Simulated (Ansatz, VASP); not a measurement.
# Cross-check of Si2W between VASP and Ansatz, part 2 of 2

Aim: how closely do two programs agree when they are given the same cell, functional and k mesh? The cell is taken from a series of runs on this material, whose earlier steps may have relaxed, scaled, displaced or heated it; both programs get it as it stands.

VASP 6.6.1 and Ansatz 0.2.0.

So far: The structure; Ansatz: zone-centre phonons, PBEsol.

## Step 3: VASP: zone-centre phonons, PBEsol

Level of this step: PBEsol; plane waves and PAW (Si, W) (VASP).

The same cell, functional, mesh and smearing now go to VASP, with its own data sets.

Lines of VASP's logs that name or quote its potential files are left out, and so is its time.

The input, INCAR:

```
SYSTEM = Si2W
PREC = Accurate
ENCUT = 600
EDIFF = 1E-08
NELM = 120
ISMEAR = 1
SIGMA = 0.2
LREAL = .FALSE.
ALGO = Normal
GGA = PS
NBANDS = 13
LASPH = .TRUE.
LORBIT = 11
LWAVE = .FALSE.
LCHARG = .FALSE.
ISIF = 2
IBRION = 8
GGA_COMPAT = .FALSE.
KPAR = 2
```

The input, POSCAR:

```
Si2W
1.0
   -1.5957210658      1.5957210658      3.8968147422
    1.5957210658     -1.5957210658      3.8968147422
    1.5957210658      1.5957210658     -3.8968147422
Si W
2 1
Direct
    0.3343714735      0.3343714735      0.0000000000
    0.6656285265      0.6656285265      0.0000000000
    0.0000000000      0.0000000000      0.0000000000
```

The input, KPOINTS:

```
Automatic mesh
0
Gamma
20 20 20
0 0 0
```

The projector-augmented-wave data sets are Si and W (PBE family, release 64).

Started as:

```bash
$ mpirun -np 2 vasp_std
```

Numbers of over 12 decimals in the logs are rounded to 6 here.

Log:

```text
[banner, memory and clock lines left out]
running    2 mpi-ranks, on    1 nodes
 distrk:  each k-point on    1 cores,    2 groups
 distr:  one band on    1 cores,    1 groups

 POSCAR found type information on POSCAR SiW
 POSCAR found :  2 types and       3 ions
|                                                                             |
|               ----> ADVICE to this user running VASP <----                  |
|                                                                             |
|     You enforced a specific xc type in the INCAR file but a different       |
|     [... a line on the potential file left out ...]
|     I HOPE YOU KNOW WHAT YOU ARE DOING!                                     |
|                                                                             |

 LDA part: xc-table for (Slater+PW92), standard interpolation
 POSCAR, INCAR and KPOINTS ok, starting setup
 FFT: planning ... GRIDC
 FFT: planning ... GRID_SOFT
 FFT: planning ... GRID
 WAVECAR not read
 entering main loop
       N       E                     dE             d eps       ncg     rms          rms(c)
DAV:   1     0.334299572520E+02    0.33430E+02   -0.66113E+03 16666   0.106E+03
DAV:   2    -0.247753060291E+02   -0.58205E+02   -0.53072E+02 20323   0.203E+02
DAV:   3    -0.275609884109E+02   -0.27857E+01   -0.26953E+01 22898   0.353E+01
DAV:   4    -0.276009691656E+02   -0.39981E-01   -0.39918E-01 20008   0.478E+00
DAV:   5    -0.276015677048E+02   -0.59854E-03   -0.59838E-03 23630   0.521E-01    0.271E+01
DAV:   6    -0.268690692301E+02    0.73250E+00   -0.20153E+00 24755   0.904E+00    0.115E+01
DAV:   7    -0.267461747944E+02    0.12289E+00   -0.19702E-01 18956   0.297E+00    0.552E+00
DAV:   8    -0.267226628949E+02    0.23512E-01   -0.37669E-02 21764   0.140E+00    0.519E-01
DAV:   9    -0.267223732688E+02    0.28963E-03   -0.19815E-03 19942   0.306E-01    0.282E-01
DAV:  10    -0.267223397961E+02    0.33473E-04   -0.31698E-04 21140   0.114E-01    0.589E-02
DAV:  11    -0.267223236372E+02    0.16159E-04   -0.47305E-05 20977   0.487E-02    0.206E-02
DAV:  12    -0.267223238173E+02   -0.18006E-06   -0.15979E-06 20671   0.984E-03    0.877E-03
DAV:  13    -0.267223236133E+02    0.20395E-06   -0.11605E-07 20982   0.247E-03    0.143E-03
DAV:  14    -0.267223235941E+02    0.19265E-07   -0.59448E-09 13284   0.556E-04    0.259E-04
DAV:  15    -0.267223235975E+02   -0.34483E-08   -0.66185E-10 10738   0.265E-04
   1 F= -.26722324E+02 E0= -.26722618E+02  d E =0.882926E-03
 Linear response reoptimize wavefunctions to high precision
DAV:   1    -0.267223236050E+02   -0.74940E-08   -0.12108E-10 12938   0.917E-05
DAV:   2    -0.267223236050E+02   -0.11369E-11   -0.18917E-11 10128   0.448E-05
 Linear response DOF=           4
 Linear response progress:
  Degree of freedom:   1/  4
       N       E                     dE             d eps       ncg     rms          rms(c)
RMM:   1    -0.179583421885E-01   -0.17958E-01    0.14934E-02136170   0.891E-01
RMM:   2    -0.165595563728E-01    0.13988E-02   -0.69814E-04 88460   0.215E-01    0.942E-02
RMM:   3    -0.166287519240E-01   -0.69196E-04   -0.14497E-04 89135   0.611E-02    0.515E-02
RMM:   4    -0.167870688188E-01   -0.15832E-03   -0.91396E-05 88682   0.459E-02    0.117E-02
RMM:   5    -0.167710423848E-01    0.16026E-04   -0.17034E-06 92745   0.918E-03    0.118E-03
RMM:   6    -0.167763577937E-01   -0.53154E-05   -0.24582E-07 93564   0.167E-03    0.689E-04
RMM:   7    -0.167757716620E-01    0.58613E-06    0.16461E-09 94999   0.386E-04    0.612E-05
RMM:   8    -0.167762171557E-01   -0.44549E-06   -0.12669E-08 96214   0.125E-04    0.159E-05
RMM:   9    -0.167761841153E-01    0.33040E-07   -0.83082E-10 99228   0.336E-05    0.268E-06
RMM:  10    -0.167761914920E-01   -0.73767E-08   -0.21501E-09 99539   0.146E-05    0.110E-06
 first order change of Fermi-energy   0.17594E-04
 force on displaced ion       1 direction 1 :  -9.204   0.000  -0.000
 Linear response progress:
  Degree of freedom:   2/  4
       N       E                     dE             d eps       ncg     rms          rms(c)
RMM:   1    -0.252718924577E-01   -0.25272E-01    0.38642E-02 41966   0.110E+00
RMM:   2    -0.225984360255E-01    0.26735E-02   -0.11572E-03 26789   0.280E-01    0.149E-01
RMM:   3    -0.225851638538E-01    0.13272E-04   -0.48222E-04 26858   0.106E-01    0.101E-01
RMM:   4    -0.226699940648E-01   -0.84830E-04   -0.62966E-05 27938   0.383E-02    0.423E-02
RMM:   5    -0.227115991505E-01   -0.41605E-04   -0.46394E-06 28021   0.105E-02    0.130E-02
RMM:   6    -0.227141603233E-01   -0.25612E-05   -0.39773E-07 28199   0.335E-03    0.193E-03
RMM:   7    -0.227123341263E-01    0.18262E-05   -0.60714E-08 28834   0.121E-03    0.611E-04
RMM:   8    -0.227122482173E-01    0.85909E-07   -0.12342E-09 29588   0.232E-04    0.114E-04
RMM:   9    -0.227125164139E-01   -0.26820E-06   -0.25548E-09 29318   0.740E-05    0.141E-05
RMM:  10    -0.227124942960E-01    0.22118E-07   -0.47991E-10 30629   0.221E-05    0.461E-06
RMM:  11    -0.227124953840E-01   -0.10880E-08   -0.47432E-09 29644   0.142E-05    0.938E-07
 first order change of Fermi-energy  -0.45108E+00
 force on displaced ion       1 direction 3 :   0.000   0.000 -14.704
 Linear response progress:
  Degree of freedom:   3/  4
       N       E                     dE             d eps       ncg     rms          rms(c)
RMM:   1    -0.121025753075E+00   -0.12103E+00   -0.10400E-01 59251   0.180E+00
RMM:   2    -0.119962766064E+00    0.10630E-02   -0.13386E-03 47248   0.262E-01    0.156E-01
RMM:   3    -0.119587392152E+00    0.37537E-03   -0.20398E-04 48476   0.808E-02    0.885E-02
RMM:   4    -0.119689757004E+00   -0.10236E-03   -0.25802E-04 47849   0.937E-02    0.122E-02
RMM:   5    -0.119679777529E+00    0.99795E-05   -0.69240E-06 51771   0.171E-02    0.350E-03
RMM:   6    -0.119685296399E+00   -0.55189E-05   -0.13623E-07 50965   0.222E-03    0.816E-04
RMM:   7    -0.119684969717E+00    0.32668E-06   -0.10450E-08 52816   0.572E-04    0.124E-04
RMM:   8    -0.119684880591E+00    0.89126E-07   -0.28964E-09 52860   0.133E-04    0.372E-05
RMM:   9    -0.119684638880E+00    0.24171E-06   -0.24327E-09 54562   0.529E-05    0.600E-06
RMM:  10    -0.119684594488E+00    0.44392E-07   -0.45824E-09 55376   0.288E-05    0.250E-06
RMM:  11    -0.119684614028E+00   -0.19540E-07   -0.41487E-10 53771   0.231E-05    0.180E-07
RMM:  12    -0.119684615126E+00   -0.10982E-08   -0.29737E-09 37492   0.195E-05    0.827E-08
 first order change of Fermi-energy  -0.85507E-03
 force on displaced ion       3 direction 1 : -11.532   0.000  -0.000
 Linear response progress:
  Degree of freedom:   4/  4
       N       E                     dE             d eps       ncg     rms          rms(c)
RMM:   1    -0.138175933169E+00   -0.13818E+00   -0.12772E-01 32584   0.186E+00
RMM:   2    -0.133637675067E+00    0.45383E-02   -0.21640E-03 25821   0.319E-01    0.183E-01
RMM:   3    -0.132992661863E+00    0.64501E-03   -0.73238E-04 26818   0.130E-01    0.975E-02
RMM:   4    -0.133029267651E+00   -0.36606E-04   -0.28733E-04 26794   0.933E-02    0.276E-02
RMM:   5    -0.133086170938E+00   -0.56903E-04   -0.41686E-05 26791   0.380E-02    0.688E-03
RMM:   6    -0.133095221969E+00   -0.90510E-05   -0.75051E-07 29201   0.518E-03    0.167E-03
RMM:   7    -0.133088446805E+00    0.67752E-05   -0.12205E-07 27777   0.166E-03    0.221E-04
RMM:   8    -0.133088998722E+00   -0.55192E-06   -0.44814E-09 29242   0.299E-04    0.104E-04
RMM:   9    -0.133089083386E+00   -0.84664E-07   -0.23219E-09 29844   0.762E-05    0.479E-05
RMM:  10    -0.133089045516E+00    0.37870E-07   -0.31825E-09 29932   0.392E-05    0.387E-06
RMM:  11    -0.133089060814E+00   -0.15298E-07   -0.39171E-09 30743   0.225E-05    0.135E-06
RMM:  12    -0.133089061724E+00   -0.91074E-09   -0.73250E-09 23726   0.183E-05    0.268E-07
 first order change of Fermi-energy   0.50942E-03
 force on displaced ion       3 direction 3 :   0.000   0.000 -15.582
 Linear response finished
```

Parts of OUTCAR (step 3):

```text
ion  position               nearest neighbor table
   1  0.334  0.334  0.000-   2 2.58   3 2.60   3 2.60   3 2.60   3 2.60   3 2.61   2 2.61   2 2.61
                             2 2.61   2 2.61
   2  0.666  0.666  0.000-   1 2.58   3 2.60   3 2.60   3 2.60   3 2.60   3 2.61   1 2.61   1 2.61
                             1 2.61   1 2.61
   3  0.000  0.000  0.000-   2 2.60   2 2.60   2 2.60   1 2.60   2 2.60   1 2.60   1 2.60   1 2.60
                             1 2.61   2 2.61

  LATTYP: Found a body centered tetragonal cell.
 ALAT       =     3.1914421316
 C/A-ratio  =     2.4420400443

 Subroutine GETGRP returns: Found 16 space group operations
 (whereof 16 operations were pure point group operations)

The static configuration has the point symmetry D_4h.

 Found    641 irreducible k-points:

   k-points           NKPTS =    641   k-points in BZ     NKDIM =    641   number of bands    NBANDS=     13

   dimension x,y,z NGX =    36 NGY =   36 NGZ =   36
   dimension x,y,z NGXF=    72 NGYF=   72 NGZF=   72

   ENCUT  =  600.0 eV  44.10 Ry    6.64 a.u.   8.99  8.99  8.99*2*pi/ulx,y,z

   NELECT =      14.0000    total number of electrons

 k-points in reciprocal lattice and weights: Automatic mesh
   0.00000000  0.00000000  0.00000000       0.000
   0.05000000  0.00000000 -0.00000000       0.001
   0.10000000  0.00000000 -0.00000000       0.001
   0.15000000  0.00000000 -0.00000000       0.001
   0.20000000  0.00000000 -0.00000000       0.001
   0.25000000  0.00000000  0.00000000       0.001
   0.30000000  0.00000000 -0.00000000       0.001
   0.35000000  0.00000000 -0.00000000       0.001
   0.40000000  0.00000000 -0.00000000       0.001
[...]
-0.45000000 -0.45000000  0.45000000       0.000
   0.50000000  0.50000000  0.50000000       0.000

 average (electrostatic) potential at core
       1 -78.8290       2 -78.8290       3 -34.3552

  Total        0.5329251      0.5329251      0.5325376      0.0000000     -0.0000000     -0.0000000
  in kB       21.5126056     21.5126056     21.4969645      0.0000000     -0.0000000     -0.0000000
  external PRESSURE =      21.5073919 kB  Pullay stress =       0.0000000 kB

  energy-cutoff  :      600.00
  volume of cell :       39.69
      direct lattice vectors                 reciprocal lattice vectors
    -1.595721066  1.595721066  3.896814742     0.000000000  0.313337970  0.128309923
     1.595721066 -1.595721066  3.896814742     0.313337970  0.000000000  0.128309923
     1.595721066  1.595721066 -3.896814742     0.313337970  0.313337970  0.000000000

 POSITION                                       TOTAL-FORCE (eV/Angst)
 -----------------------------------------------------------------------------------
      0.00000      0.00000      2.60597        -0.000000     -0.000000      0.003305
      0.00000      0.00000      5.18766         0.000000      0.000000     -0.003305
      0.00000      0.00000      0.00000         0.000000      0.000000      0.000000
 -----------------------------------------------------------------------------------
    total drift:                                0.000000      0.000000     -0.000000

 Eigenvectors and eigenvalues of the dynamical matrix
 ----------------------------------------------------

   1 f  =   13.715645 THz    86.177940 2PiTHz  457.504675 cm-1    56.723325 meV
             X         Y         Z           dx          dy          dz
      0.000000  0.000000  2.605967     0.000000   -0.000000    0.707107
      0.000000  0.000000  5.187662     0.000000    0.000000   -0.707107
      0.000000  0.000000  0.000000     0.000000    0.000000    0.000000

   2 f  =   10.488795 THz    65.903045 2PiTHz  349.868552 cm-1    43.378152 meV
             X         Y         Z           dx          dy          dz
      0.000000  0.000000  2.605967     0.667806   -0.232454   -0.000000
      0.000000  0.000000  5.187662    -0.667806    0.232454    0.000000
      0.000000  0.000000  0.000000     0.000000   -0.000000    0.000000

   3 f  =   10.488795 THz    65.903045 2PiTHz  349.868552 cm-1    43.378152 meV
             X         Y         Z           dx          dy          dz
      0.000000  0.000000  2.605967     0.232454    0.667806   -0.000000
      0.000000  0.000000  5.187662    -0.232454   -0.667806    0.000000
      0.000000  0.000000  0.000000    -0.000000    0.000000    0.000000

   4 f  =    9.407858 THz    59.111314 2PiTHz  313.812356 cm-1    38.907756 meV
             X         Y         Z           dx          dy          dz
      0.000000  0.000000  2.605967     0.000000   -0.000000    0.618854
      0.000000  0.000000  5.187662     0.000000   -0.000000    0.618854
      0.000000  0.000000  0.000000     0.000000   -0.000000   -0.483776

   5 f  =    8.092924 THz    50.849343 2PiTHz  269.950895 cm-1    33.469630 meV
             X         Y         Z           dx          dy          dz
      0.000000  0.000000  2.605967     0.618849   -0.000000   -0.000000
      0.000000  0.000000  5.187662     0.618849   -0.000000    0.000000
      0.000000  0.000000  0.000000    -0.483790    0.000000    0.000000

   6 f  =    8.092924 THz    50.849343 2PiTHz  269.950895 cm-1    33.469630 meV
             X         Y         Z           dx          dy          dz
      0.000000  0.000000  2.605967    -0.000000   -0.618849   -0.000000
      0.000000  0.000000  5.187662    -0.000000   -0.618849   -0.000000
      0.000000  0.000000  0.000000    -0.000000    0.483790    0.000000

   7 f/i=    0.000186 THz     0.001172 2PiTHz    0.006220 cm-1     0.000771 meV
             X         Y         Z           dx          dy          dz
      0.000000  0.000000  2.605967    -0.000000   -0.000000    0.342081
      0.000000  0.000000  5.187662    -0.000000   -0.000000    0.342081
      0.000000  0.000000  0.000000    -0.000000   -0.000000    0.875192

   8 f/i=    0.000290 THz     0.001822 2PiTHz    0.009675 cm-1     0.001200 meV
             X         Y         Z           dx          dy          dz
      0.000000  0.000000  2.605967    -0.251005   -0.232428   -0.000000
      0.000000  0.000000  5.187662    -0.251005   -0.232428   -0.000000
      0.000000  0.000000  0.000000    -0.642154   -0.594630   -0.000000

   9 f/i=    0.000290 THz     0.001822 2PiTHz    0.009675 cm-1     0.001200 meV
             X         Y         Z           dx          dy          dz
      0.000000  0.000000  2.605967     0.232428   -0.251005   -0.000000
      0.000000  0.000000  5.187662     0.232428   -0.251005   -0.000000
      0.000000  0.000000  0.000000     0.594630   -0.642154   -0.000000

 ELASTIC MODULI CONTR FROM IONIC RELAXATION (kBar)
 Direction    XX          YY          ZZ          XY          YZ          ZX
 --------------------------------------------------------------------------------
 XX         -26.3229    -26.3229    -31.3933      0.0000      0.0000     -0.0000
 YY         -26.3229    -26.3229    -31.3933      0.0000      0.0000     -0.0000
 ZZ         -31.3933    -31.3933    -37.4404      0.0000      0.0000     -0.0000
 XY           0.0000      0.0000      0.0000      0.0000      0.0000      0.0000
 YZ           0.0000      0.0000      0.0000      0.0000    -31.4302      0.0000
 ZX          -0.0000     -0.0000     -0.0000      0.0000      0.0000    -11.9764
 --------------------------------------------------------------------------------
```

The data set W keeps the semicore shell frozen, which is cheaper and a little less accurate.

## Step 4: Comparison

Known differences besides the potentials themselves: the data sets hold 22 valence electrons in Ansatz (on its PAW soft_1 files) and 14 in VASP; the cutoff is 420 eV in Ansatz and 600 eV in VASP; Ansatz makes its cores anew for this functional, VASP keeps those of its PBE data sets. Total energies have different zeros and are not compared.

Both answers:

```csv
quantity,Ansatz,VASP,difference
optical mode 1 to 2 (cm⁻¹),267.7,270.0,-0.84 %
optical mode 3 (cm⁻¹),311.7,313.8,-0.66 %
optical mode 4 to 5 (cm⁻¹),347.7,349.9,-0.62 %
optical mode 6 (cm⁻¹),454.8,457.5,-0.59 %
```

Modes are paired by rising frequency, not by their patterns, so a pair may set unlike modes beside each other; they are those without the splitting of longitudinal modes.

## Step 5: Outcome

```yaml
r_m_s_difference_of_the_optical_zone_centre_modes_each_program_s_sorted_by_frequency_zone_centre_phonons_pbesol: 2.3 cm⁻¹
difference_in_optical_mode_1_to_2_zone_centre_phonons_pbesol: -0.8 %
```

**Reading.** The r.m.s. difference of the optical zone-centre modes, each program's sorted by frequency is 2.3 cm⁻¹ (zone-centre phonons, PBEsol). The data sets hold unlike numbers of valence electrons (22 in Ansatz and 14 in VASP), so part of the differences may come from the potentials. Among the rows given in per cent, the largest difference of the zone-centre phonons, PBEsol pair is in optical mode 1 to 2, -0.8 %. Such differences can come from data sets, numerical settings and the points named under the comparisons, not from the functional's error against experiment.

[Lines on the potential files, build, host, timing and source positions are cut from VASP's logs without a mark.]

[Logs are printed without paths, hosts, clocks, repeated set-up lines and the standing remarks that a program may print on its own settings, such as how far it seeks lower states.]

[Hosts, paths, dates, database ids (printed as entryN), source tags and the programs' standing remarks are cut or masked in the printed files.]
